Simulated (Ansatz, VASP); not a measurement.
# Cross-check of BiAs between VASP and Ansatz

One calculation is typed for both programs; each brings its own data sets. How far apart do they land? The cell is generated by rule, not measured, and may not be a known phase. Of the first pair: The cell is taken from a series of runs on this material, whose earlier steps may have relaxed, scaled, displaced or heated it; both programs get it as it stands.

Method: plane waves, with VASP 6.6.1 beside it; relaxation of cell and atoms at PBE, in Ansatz 0.2.0.

**1. The starting structure**

It takes space group R3m (No. 160, trigonal). Conventional cell: a = 4.230 Å, b = 4.230 Å, c = 11.215 Å, α = 90.00°, β = 90.00°, γ = 120.00°. Nearest to Bi lie 6 As at 2.85 to 3.34 Å. Nearest to As lie 6 Bi at 2.85 to 3.34 Å. Farther neighbours are not listed.

Coordinates:

```cif
data_structure
_symmetry_space_group_name_H-M 'R3m:H'
_symmetry_Int_Tables_number 160
_cell_length_a 4.2296
_cell_length_b 4.2296
_cell_length_c 11.2153
_cell_angle_alpha 90.000
_cell_angle_beta 90.000
_cell_angle_gamma 120.000
_cell_volume 173.76
loop_
_atom_site_label
_atom_site_type_symbol
_atom_site_symmetry_multiplicity
_atom_site_Wyckoff_symbol
_atom_site_fract_x
_atom_site_fract_y
_atom_site_fract_z
_atom_site_occupancy
Bi1 Bi 3 a 0.66667 0.33333 0.32199 1
As1 As 3 a 0.33333 0.66667 0.19151 1
```

**2. VASP: relaxation of cell and atoms, PBE, pair 1**

The relaxed volume is the usual yardstick between codes: in a stiff, nearly cubic crystal its relative difference is about their pressure difference at one cell divided by the bulk modulus.

Lines of VASP's logs that name or quote its potential files are left out, and so is its time.

Input file INCAR:

```
SYSTEM = BiAs
PREC = Accurate
ENCUT = 500
EDIFF = 1E-07
NELM = 120
ISMEAR = 1
SIGMA = 0.2
LREAL = .FALSE.
ALGO = Normal
GGA = PE
NBANDS = 16
LORBIT = 11
LWAVE = .FALSE.
LCHARG = .FALSE.
ISIF = 3
IBRION = 2
NSW = 80
EDIFFG = -0.005
LASPH = .TRUE.
GGA_COMPAT = .FALSE.
NELMIN = 4
KPAR = 2
```

Input file POSCAR:

```
BiAs
1.0
    2.1148060000      1.2209840000      3.7384500000
   -2.1148060000      1.2209840000      3.7384500000
    0.0000000000     -2.4419680000      3.7384500000
Bi As
1 1
Direct
    0.0113406180      0.0113406180      0.0113406180
    0.4751541414      0.4751541414      0.4751541414
```

Input file KPOINTS:

```
Automatic mesh
0
Gamma
12 12 12
0 0 0
```

The projector-augmented-wave data sets are Bi_d and As (PBE family, release 64).

On the command line:

```bash
mpirun -np 2 vasp_std
```

Numbers of over 12 decimals in the logs are rounded to 6 here.

Output:

```text
[banner, memory and clock lines left out]
running    2 mpi-ranks, on    1 nodes
 distrk:  each k-point on    1 cores,    2 groups
 distr:  one band on    1 cores,    1 groups

 POSCAR found type information on POSCAR BiAs
 POSCAR found :  2 types and       2 ions
 LDA part: xc-table for (Slater+PW92), standard interpolation
 POSCAR, INCAR and KPOINTS ok, starting setup
 FFT: planning ... GRIDC
 FFT: planning ... GRID_SOFT
 FFT: planning ... GRID
 WAVECAR not read
 entering main loop
       N       E                     dE             d eps       ncg     rms          rms(c)
DAV:   1     0.143259552344E+03    0.14326E+03   -0.98480E+03  6056   0.127E+03
DAV:   2     0.817340697957E+00   -0.14244E+03   -0.13975E+03  6648   0.336E+02
DAV:   3    -0.856479603334E+01   -0.93821E+01   -0.93248E+01  7696   0.881E+01
DAV:   4    -0.876610209469E+01   -0.20131E+00   -0.20127E+00  7552   0.147E+01
DAV:   5    -0.877444848012E+01   -0.83464E-02   -0.83463E-02  8888   0.262E+00    0.231E+00
DAV:   6    -0.860654615178E+01    0.16790E+00   -0.64632E-01  8896   0.434E+00    0.122E+00
DAV:   7    -0.860976641911E+01   -0.32203E-02   -0.59331E-02  6912   0.121E+00    0.614E-01
DAV:   8    -0.861047264452E+01   -0.70623E-03   -0.63552E-03  8016   0.651E-01    0.875E-02
DAV:   9    -0.861038574918E+01    0.86895E-04   -0.15879E-03  8080   0.269E-01    0.542E-02
DAV:  10    -0.861040328785E+01   -0.17539E-04   -0.14648E-04  7704   0.708E-02    0.330E-02
DAV:  11    -0.861041056893E+01   -0.72811E-05   -0.46408E-05  7528   0.365E-02    0.749E-03
DAV:  12    -0.861041089479E+01   -0.32586E-06   -0.44939E-06  8112   0.127E-02    0.440E-03
DAV:  13    -0.861041074210E+01    0.15268E-06   -0.38695E-07  7584   0.401E-03    0.130E-03
DAV:  14    -0.861041080027E+01   -0.58169E-07   -0.54849E-08  4728   0.247E-03
   1 F= -.86104108E+01 E0= -.86109421E+01  d E =-.861041E+01
[...]
2 F= -.86104243E+01 E0= -.86109560E+01  d E =-.134768E-04
[...]
3 F= -.86104243E+01 E0= -.86109560E+01  d E =-.134897E-04
[...]
4 F= -.86104315E+01 E0= -.86109630E+01  d E =-.721558E-05
 trial-energy change:   -0.000007  1 .order   -0.000007   -0.000008   -0.000006
 step:   3.3761(harm=  3.3761)  dis= 0.00136  next Energy=    -8.610438 (dE=-0.136E-04)
 bond charge predicted
       N       E                     dE             d eps       ncg     rms          rms(c)
DAV:   1    -0.861064425750E+01   -0.21278E-03   -0.13259E-02  9112   0.120E+00    0.759E-02
DAV:   2    -0.861047245049E+01    0.17181E-03   -0.41595E-04  7760   0.286E-01    0.324E-02
DAV:   3    -0.861043626098E+01    0.36190E-04   -0.16757E-04  9320   0.175E-01    0.635E-03
DAV:   4    -0.861043739905E+01   -0.11381E-05   -0.54193E-06  6712   0.221E-02    0.360E-03
DAV:   5    -0.861043843789E+01   -0.10388E-05   -0.65228E-07  8232   0.103E-02    0.638E-04
DAV:   6    -0.861043848960E+01   -0.51708E-07   -0.83562E-08  3736   0.280E-03
   5 F= -.86104385E+01 E0= -.86109695E+01  d E =-.141997E-04
 curvature:  -2.23 expect dE=-0.723E-05 dE for cont linesearch -0.230E-07
 trial: gam= 0.62073 g(F)=  0.885E-10 g(S)=  0.325E-05 ort =-0.331E-06 (trialstep = 0.148E+01)
 search vector abs. value=  0.692E-05
 reached required accuracy - stopping structural energy minimisation
```

OUTCAR, selected parts (step 2):

```text
ion  position               nearest neighbor table
   1  0.011  0.011  0.011-   2 2.85   2 2.85   2 2.85   2 3.34   2 3.34   2 3.34
   2  0.475  0.475  0.475-   1 2.85   1 2.85   1 2.85   1 3.34   1 3.34   1 3.34

  LATTYP: Found a trigonal (rhomboedric) cell.
 ALAT       =     4.4653347857
 COS(alpha) =     0.5513960458

 Subroutine GETGRP returns: Found  6 space group operations
 (whereof  6 operations were pure point group operations)

The static configuration has the point symmetry C_3v.

 Found    189 irreducible k-points:

   k-points           NKPTS =    189   k-points in BZ     NKDIM =    189   number of bands    NBANDS=     16

   dimension x,y,z NGX =    36 NGY =   36 NGZ =   36
   dimension x,y,z NGXF=    72 NGYF=   72 NGZF=   72

   ENCUT  =  500.0 eV  36.75 Ry    6.06 a.u.   8.14  8.14  8.14*2*pi/ulx,y,z

   NELECT =      20.0000    total number of electrons

 k-points in reciprocal lattice and weights: Automatic mesh
   0.00000000  0.00000000  0.00000000       0.001
   0.08333333 -0.00000000 -0.00000000       0.003
   0.16666667 -0.00000000 -0.00000000       0.003
   0.25000000  0.00000000 -0.00000000       0.003
   0.33333333 -0.00000000 -0.00000000       0.003
   0.41666667  0.00000000  0.00000000       0.003
   0.50000000  0.00000000 -0.00000000       0.002
   0.08333333  0.08333333 -0.00000000       0.003
   0.16666667  0.08333333 -0.00000000       0.007
[...]
-0.41666667  0.50000000  0.41666667       0.003
   0.50000000  0.50000000  0.50000000       0.001

 average (electrostatic) potential at core
       1-105.4828       2 -48.9466

 E-fermi :   5.5761

 k-point     1 :       0.0000    0.0000    0.0000
  band No.  band energies     occupation
    ...
      6      -7.8161      2.00000
      7      -1.0906      2.00000
      8       3.9392      2.00000
      9       4.2336      2.00000
     10       4.2336      2.00000
     11       8.1861     -0.00000
     12       8.8865     -0.00000
     13       8.8865     -0.00000
     14      11.9753      0.00000
     15      11.9943      0.00000
    ...

 k-point     2 :       0.0833   -0.0000   -0.0000
  band No.  band energies     occupation
    ...
      6      -7.7415      2.00000
      7      -1.2878      2.00000
      8       3.9733      2.00000
      9       4.2161      2.00000
     10       4.2402      2.00000
     11       8.1021     -0.00000
     12       8.6040     -0.00000
     13       8.7193     -0.00000
     14      11.5043      0.00000
     15      11.8302      0.00000
    ...

 k-point     3 :       0.1667   -0.0000   -0.0000
  band No.  band energies     occupation
    ...
      6      -7.5191      2.00000
      7      -1.8228      2.00000
      8       3.9884      2.00000
      9       4.1736      2.00000
     10       4.3392      2.00000
     11       7.6449     -0.00000
     12       8.1309     -0.00000
     13       8.2892     -0.00000
     14      11.1959      0.00000
     15      11.8042      0.00000
    ...

  Total        0.0079983      0.0079984     -0.0025719      0.0000000      0.0000000      0.0000000
  in kB        0.2214106      0.2214107     -0.0711955      0.0000000      0.0000000      0.0000000
  external PRESSURE =       0.1238753 kB  Pullay stress =       0.0000000 kB

  energy-cutoff  :      500.00
  volume of cell :       57.88
      direct lattice vectors                 reciprocal lattice vectors
     2.114965116  1.221075866  3.735213604     0.236410519  0.136491656  0.089240769
    -2.114965116  1.221075866  3.735213604    -0.236410519  0.136491656  0.089240769
     0.000000000 -2.442151732  3.735213604     0.000000000 -0.272983311  0.089240769

 POSITION                                       TOTAL-FORCE (eV/Angst)
 -----------------------------------------------------------------------------------
      0.00000      0.00000      0.12504        -0.000000      0.000000     -0.000030
      0.00000      0.00000      5.32644         0.000000     -0.000000      0.000030
 -----------------------------------------------------------------------------------
    total drift:                               -0.000000      0.000002      0.000369

  FREE ENERGIE OF THE ION-ELECTRON SYSTEM (eV)
  ---------------------------------------------------
  free  energy   TOTEN  =        -8.6104384896 eV

  energy  without entropy=       -8.6120316363  energy(sigma->0) =       -8.61096954

 reached required accuracy - stopping structural energy minimisation

 total charge
# of ion       s       p       d       tot
------------------------------------------
    1        1.562   1.229   9.934  12.725
    2        1.279   1.401   0.023   2.703
--------------------------------------------------
tot          2.841   2.630   9.957  15.428

[... 3 further parts left out ...]
```

CONTCAR:

```
BiAs
   1.00000000000000
     2.1149651162228116    1.2210758658360419    3.7352136038822650
    -2.1149651162228116    1.2210758658360419    3.7352136038822650
     0.0000000000000000   -2.4421517316720838    3.7352136038822650
  Bi              As
     1     1
Direct
     0.0111588058967532    0.0111588058967532    0.0111588058967532
     0.4753359535032425    0.4753359535032425    0.4753359535032425
```

**3. Ansatz: relaxation of cell and atoms, PBE, pair 1**

Ansatz runs on its default PAW (the set named soft_2) files.

The same cell, functional, mesh and smearing now go to Ansatz, which takes its cutoff from its data sets.

Input file input.yaml:

```yaml
crystal:
  lattice:
    - [2.1148063816, 1.2209840337, 3.7384497189]
    - [-2.1148063816, 1.2209840337, 3.7384497189]
    - [0.0, -2.4419680674, 3.7384497189]
  atoms:
    - { symbol: Bi, position: [0.0113406411, 0.0113406411, 0.0113406411] }
    - { symbol: As, position: [0.4751541749, 0.4751541749, 0.4751541749] }
kpoints:
  mp_grid: { grid: [12, 12, 12] }
hamiltonian:
  xc: pbe
scf:
  occupations: { method: methfessel_paxton, width: 0.2 }
output:
  forces: true
  stress: true
  eigenvalues: true
relax:
  adjacent_minimum: "off"
  f_tol: 0.001
  max_steps: 60
  cell: { stress_tol: 0.01 }
```

On the command line:

```bash
ansatz run input.yaml --threads 4 --pin off --max-ram 7168MiB --backend cpu --events-out ev --progress --plain --runs-dir out
```

Output:

```text
Engine: ansatz 0.2.0, aarch64-unknown-linux-gnu
Pseudopotentials: kind: paw
Pseudopotential: Bi, paw, valence charge 15, recommended cutoff 420 eV (normal), Bi.paw.azcp
Pseudopotential: As, paw, valence charge 15, recommended cutoff 420 eV (normal), As.paw.azcp
Functional definition: PBE
  parameter kappa = 0.804
  parameter beta = 0.066725
  exchange = pbe_x(kappa = kappa, mu = beta*pi^2/3)
  correlation = pbe_c(beta = beta)
Crystal: 2 atoms, lattice volume = 57.919 Å³
Basis set: ecut = 420 eV, 1141 PW (Γ), exchange–correlation on 60×60×60 points (8 copies of the dense FFT grid, shifted against one another)
Bands: 19, of which v1, the nominal top of the filled ones, is band 15 counted from 1 (14 counted from 0)
Symmetry: 6 space group operations
Space group: R3m (ITA 160), of the structure as read, at distance tolerance 3.9e-5 Å
k-points: 189 of 1728 (time reversal used)
Non-local potential: Bi, projectors of the file, l = 0: 2, l = 1: 2, l = 2: 2, l = 3: 2
Non-local potential: As, projectors of the file, l = 0: 2, l = 1: 2, l = 2: 3, l = 3: 1
PAW form: soft (Blöchl's): semilocal exchange-correlation on the pseudo side does not see the compensation charge
PAW one-centre angular grid: Bi, 590 points (default); XC on 64 Gauss nodes
PAW one-centre angular grid: As, 590 points (default); XC on 64 Gauss nodes
Initial density: superposition of atomic densities (neutral atoms: chi_scale 0, normalization atom), corrected by the library's trained network
Initial wavefunctions: pseudopotential atomic-orbital guess
Functional: x = pbe(κ = 0.804, μ = 0.219515), c = pbe(β = 0.066725)
SCF iter   1: F=—  HF=-17252.739879 eV  |F-HF|=—  |Δ(HF+E_count)|=         —  Δρ=1.99e-3  dr2=3.49e-3  ethr=1.77e-3  ⟨swp⟩=5.3  Hψ=15667  notcnv=0
preconditioner: auto → none  [insulator: Δε(μ)=0.234 eV  Ē_g=9.263 eV  σ=0.200 eV  W_gap=0.70  n_scr=14 (ndim 8)  ℏωp=15.4 eV  f_vac=0.005  D(μ)=0.15/eV (n_scr^D=0)  ε∞_Penn≈3.8]
SCF iter   2: F=—  HF=-17252.738448 eV  |F-HF|=—  |Δ(HF+E_count)|=   1.43e-3  S|Δr|=    0.00e0  Δρ=7.74e-4  dr2=3.54e-4  ethr=1.16e-5  ⟨swp⟩=2.0  Hψ=6994  notcnv=0
SCF iter   3: F=—  HF=-17252.738434 eV  |F-HF|=—  |Δ(HF+E_count)|=   1.46e-5  S|Δr|=    0.00e0  Δρ=3.76e-4  dr2=7.75e-5  ethr=1.18e-6  ⟨swp⟩=2.8  Hψ=6437  notcnv=0
SCF iter   4: F=—  HF=-17252.738451 eV  |F-HF|=—  |Δ(HF+E_count)|=   1.71e-5  S|Δr|=    0.00e0  Δρ=1.36e-4  dr2=1.23e-5  ethr=2.58e-7  ⟨swp⟩=2.0  Hψ=4324  notcnv=0
SCF iter   5: F=—  HF=-17252.738452 eV  |F-HF|=—  |Δ(HF+E_count)|=   1.08e-6  S|Δr|=    0.00e0  Δρ=3.59e-5  dr2=6.27e-7  ethr=4.11e-8  ⟨swp⟩=2.0  Hψ=6427  notcnv=0
SCF iter   6: F=-17252.738452 eV  HF=-17252.738452 eV  |F-HF|=1.20e-7  |Δ(HF+E_count)|=   3.45e-7  S|Δr|=    0.00e0  Δρ=1.49e-5  dr2=9.34e-8  ethr=3.33e-10  ⟨swp⟩=7.0  Hψ=19418  notcnv=0
SCF 1 converged in 6 iterations: F = -17252.738452 eV  dr2 = 9.34e-8
  greatest PAW one-centre occupation: 0.999 electrons in one spin orbital (limit 2), on the As atom at site 1 (counted from 0), in its partial waves of l = 2
relax step   1: F+E_penalty+E_count = -17252.73845220 eV  Δ(F+E_penalty+E_count) = +0.000e0 eV  max|allowed force component| = 7.949e-4 eV/Å  Δτ_max = 0.0000 Å  P = +0.004 GPa  Ω = 57.919 Å³  (6 SCF iters, dr2 threshold 1.00e-7 eV, accepted)
Initial density: handed on by an earlier stage of this run
Initial wavefunctions: pseudopotential atomic-orbital guess (no wavefunctions were taken with the density)
iter 1 solved again at ethr=2.16e-7 eV; its pass at ethr=3.10e-3 eV (dr2=6.47e-5 eV) is discarded
SCF iter   1: F=—  HF=-17252.738454 eV  |F-HF|=—  |Δ(HF+E_count)|=         —  Δρ=1.51e-5  dr2=9.66e-8  ethr=2.16e-7  ⟨swp⟩=3.6  Hψ=26219  notcnv=0
preconditioner: auto → none  [insulator: Δε(μ)=0.247 eV  Ē_g=9.266 eV  σ=0.200 eV  W_gap=0.71  n_scr=14 (ndim 8)  ℏωp=15.4 eV  f_vac=0.004  D(μ)=0.15/eV (n_scr^D=0)  ε∞_Penn≈3.8]
SCF iter   2: F=—  HF=-17252.738452 eV  |F-HF|=—  |Δ(HF+E_count)|=   1.78e-6  S|Δr|=    0.00e0  Δρ=2.64e-6  dr2=2.26e-9  ethr=3.22e-10  ⟨swp⟩=2.9  Hψ=7781  notcnv=0
SCF iter   3: F=—  HF=-17252.738452 eV  |F-HF|=—  |Δ(HF+E_count)|=  3.78e-10  S|Δr|=    0.00e0  Δρ=9.11e-7  dr2=3.14e-10  ethr=7.52e-12  ⟨swp⟩=2.0  Hψ=6301  notcnv=0
SCF iter   4: F=—  HF=-17252.738452 eV  |F-HF|=—  |Δ(HF+E_count)|=  8.00e-11  S|Δr|=    0.00e0  Δρ=2.29e-7  dr2=1.66e-11  ethr=1.05e-12  ⟨swp⟩=3.0  Hψ=6544  notcnv=0
SCF iter   5: F=-17252.738452 eV  HF=-17252.738452 eV  |F-HF|=0.00e0  |Δ(HF+E_count)|=  3.64e-11  S|Δr|=    0.00e0  Δρ=5.07e-8  dr2=6.69e-13  ethr=1.00e-12  ⟨swp⟩=4.1  Hψ=17796  notcnv=0
SCF 2 converged in 5 iterations: F = -17252.738452 eV  dr2 = 6.69e-13
relax step   2: F+E_penalty+E_count = -17252.73845225 eV  Δ(F+E_penalty+E_count) = -5.686e-8 eV  max|allowed force component| = 8.329e-4 eV/Å  Δτ_max = 0.0000 Å  P = +0.004 GPa  Ω = 57.919 Å³  stress off target by 5.84e-3 GPa  SCF on the basis re-selected at this cell (its energy is not comparable with the rows above)  (5 SCF iters)
basis re-selected at this cell: Δ(F+E_penalty+E_count) = -5.686e-8 eV, ΔP = -0.000 GPa vs the last step (what re-selecting the basis moved, of the pressure what is left beyond the Pulay correction that the steps carried, after the strain that the cell walked since its last selection, with what the two solves' SCF thresholds leave and, on support functions, any second-order correction that the steps lacked; it is no m [...]
SCF converged after 5 iterations
Stability not checked: this state was not tested for a lower state beside it, because cold or Methfessel-Paxton smearing, or corrected tetrahedra, fill the levels in a way that the test cannot read (fill_not_monotonic; see scf.lower_state_search)
Free energy (F): -17252.738452 eV
Harris-Foulkes:  -17252.738452 eV  (|F-HF|=0.00e0)
Internal energy: -17252.740025 eV  (E = F + TS)
E sigma→0 (E₀):  -17252.738845 eV
Entropy (-TS):   0.001573 eV (0.786 meV/atom)
Fermi energy:    9.598913 eV
--- Per-component energies (eV) ---
  E_band       = -350.515586
  E_kinetic    = 403.780199
  E_local      = -3324.175969  (includes V_loc(G=0)·N_el)
  E_nonlocal   = -110.409461
  E_hartree    = 1478.267180
  E_xc         = -230.235739
  E_vxc        = -223.032151  (∫ρ·V_xc dr)
  E_paw        = -12497.756604  (= ΣΔE_a)
  E_vpaw       = -53.212132  (= ΣTr[D̂ρ^β])
  E_aug_tail   = -0.000431  (compensation charges beyond the density's cutoff)
  E_ewald      = -2972.209200
  E_smearing   = 0.001573  (= −TS)
  E_closure    = -0.000000  (closes the sum)
  Σ components = -17252.738452   (vs F -17252.738452, Δ=0.00e0)
--- Forces (eV/Å), atoms counted from 1 ---
  atom   1  Bi    -0.00000000     0.00000000     0.00083300
  atom   2  As    -0.00000000     0.00000000    -0.00083283
  max |Σ_I F_I| component: 1.65e-7 eV/Å
--- Stress (GPa, compression-positive) ---
        0.005843       0.000000      -0.000000
        0.000000       0.005843       0.000000
        0.000000       0.000000      -0.000388
  P = ⅓ Tr σ = 0.0038 GPa (0.038 kbar)
--- Band table (eV; the first three rows and the last of 189) ---
  k-point 0: bands = [... 11 lower, 2.9308, 7.9584, 8.2527, 8.2527, 12.1971, 12.9032, 12.9032, 16.0086]
  k-point 1: bands = [... 11 lower, 2.7342, 7.9924, 8.2347, 8.2580, 12.1161, 12.6210, 12.7377, 15.5351]
  k-point 2: bands = [... 11 lower, 2.2002, 8.0052, 8.1907, 8.3565, 11.6625, 12.1516, 12.3113, 15.2221]
  k-point 188: bands = [... 11 lower, -0.0311, 8.7275, 8.7275, 8.8581, 10.5649, 10.5649, 10.7585, 17.1426]
--- Relaxed structure (1 steps of the walk, 1 accepted, 1 SCFs on fresh bases) ---
  F+E_penalty+E_count = -17252.73845225 eV   max|allowed force component| = 8.329e-4 eV/Å   (the final SCF, on the basis selected at the relaxed cell)
  cell:  # Å, volume = 57.9193 Å³
    - [2.114806, 1.220984, 3.7384497189]
    - [-2.114806, 1.220984, 3.7384497189]
    - [0.0, -2.441968, 3.7384497189]
  atoms:
    - { symbol: Bi, position: [0.0113406411, 0.0113406411, 0.0113406411] }
    - { symbol: As, position: [0.475154, 0.475154, 0.475154] }
```

**4. Comparison**

Known differences besides the potentials themselves: the data sets hold 30 valence electrons in Ansatz (on its default PAW (the set named soft_2) files) and 20 in VASP; the cutoff is 420 eV in Ansatz and 500 eV in VASP; Ansatz adds a Pulay correction to the stress that steers its cell, VASP none. Total energies have different zeros and are not compared.

Both answers:

```tsv
quantity	Ansatz	VASP	difference
volume (Å³)	57.92	57.88	+0.07 %
edge a after relaxation, in the typed setting (Å)	4.465	4.463	+0.06 %
```

(Part 1 of 2 ends here.)

[Lines on the potential files, build, host, timing and source positions are cut from VASP's logs without a mark.]

[Logs are printed without paths, hosts, clocks, repeated set-up lines and the standing remarks that a program may print on its own settings, such as how far it seeks lower states.]

[Hosts, paths, dates, database ids (printed as entryN), source tags and the programs' standing remarks are cut or masked in the printed files.]
